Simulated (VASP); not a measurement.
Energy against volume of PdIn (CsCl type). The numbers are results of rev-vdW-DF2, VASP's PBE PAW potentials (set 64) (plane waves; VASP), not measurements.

```
V (Å³/atom)  E (eV/atom)
-----------  -----------
16.621          -1.69656
17.152          -1.71623
17.682          -1.72146
18.213          -1.71487
18.743          -1.69820
```

Question: Fit a third-order Birch-Murnaghan equation of state.

Answer: 
```
Item                                              Value
---------------------------------------  --------------
volume per atom                          17.64 Å^3/atom
bulk modulus                                  1220 kbar
pressure derivative of the bulk modulus            5.06
lattice constant a                              3.280 Å
```

The compound is PdIn in the CsCl type structure. It was relaxed first.
